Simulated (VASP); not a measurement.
An input for Ansatz (written as the equivalent of a VASP run, and not itself run):

Ansatz 0.2 input:
```yaml
crystal:
  lattice:
    - [0.0000000, 2.9401376, 2.9401376]
    - [2.9401376, 0.0000000, 2.9401376]
    - [2.9401376, 2.9401376, 0.0000000]
  atoms:
    - { symbol: Na, position: [0.0000000, 0.0000000, 0.0000000] }
    - { symbol: I, position: [0.5000000, 0.5000000, 0.5000000] }
kpoints:
  mp_grid: { grid: [8, 8, 8] }
hamiltonian:
  xc: pbe
  pseudopotentials: { kind: paw }
scf:
  occupations: { method: gaussian, width: 0.05 }
  max_iter: 100
relax:
  max_steps: 40
  f_tol: 0.02
  cell: { p_target: 20 }
output: { forces: true, stress: true, eigenvalues: true }
```

**Question.** Write the VASP files for the same calculation (PBE).

**Answer.** Several could match; the one computed here: 
KPOINTS:
```
Automatic
0
Gamma
8 8 8
0 0 0
```

POSCAR:
```
NaI
1.0
  0.0000000000   2.9401376443   2.9401376443
  2.9401376443   0.0000000000   2.9401376443
  2.9401376443   2.9401376443   0.0000000000
Na I
1 1
Cart
  0.0000000000   0.0000000000   0.0000000000
  2.9401376443   2.9401376443   2.9401376443
```

**INCAR**
```
! general
SYSTEM  = NaI
PREC    = Accurate
ENCUT   = 500   ! plane-wave cut-off (eV)
LREAL   = .False.
LASPH   = .True.   ! aspherical one-centre terms

! electronic loop
EDIFF   = 1E-6   ! SCF stop (eV)
NELM    = 100
ALGO    = Normal   ! blocked Davidson
LMAXMIX = 4   ! l cut-off of mixed one-centre charges

! smearing
ISMEAR  = 0
SIGMA   = 0.05   ! width (eV)

! functional
GGA     = PE   ! PBE

! ions
IBRION  = 2   ! conjugate gradients
NSW     = 40   ! most ionic steps
ISIF    = 3   ! ions, shape and volume
EDIFFG  = -0.02
PSTRESS = 200   ! kbar

! output
LWAVE   = .False.
LCHARG  = .False.
```

POTCAR, in this order: Na_pv I (PBE.64 set). Program: vasp_std.

The two are equivalent in intent, not identical: each code has its own PAW files, so the cut-off isn't converted (ENCUT is set for VASP's; basis.ecutwfc is left out, and Ansatz then takes the one that its files recommend); Ansatz stops its SCF on the density residual and VASP on the energy change (EDIFF).

The compound is NaI in the rock salt structure. This run relaxes it under an external pressure of 20 GPa. Symmetry was kept, so distortions that lower it aren't found.
